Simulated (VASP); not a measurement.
Input:

```yaml
crystal:
  lattice:
    - [1.57081, -2.72072, 0.00000]
    - [1.57081, 2.72072, 0.00000]
    - [0.00000, 0.00000, 3.49969]
  atoms:
    - { symbol: Hf, position: [0.00000, 0.00000, 0.00000] }
    - { symbol: B, position: [0.33333, 0.66667, 0.50000] }
    - { symbol: B, position: [0.66667, 0.33333, 0.50000] }
```

Calculation: PW91 GGA, VASP's PBE PAW potentials (set 64) (plane waves; VASP). Settings: 520 eV cut-off, 13×13×10 Γ-centred mesh, tetrahedra with Blöchl corrections, potentials Hf_pv B.

Unless said otherwise, spin-orbit coupling is left out, though it shifts the bands of the heavy elements here.

Question: What does the run give for the energy per atom (σ→0), band gap (on the k-mesh) with the smallest direct gap where there is one?

Answer: 
```
Item                                                        Result
------------------------  ----------------------------------------
band gap (on the k-mesh)  none (metal, semimetal or under 0.01 eV)
energy per atom (σ→0)                               -8.759 eV/atom
```

Total energies compare only between runs with the same potentials, cut-off and functional.

The compound is HfB2 in the AlB2 type structure. It was relaxed first.
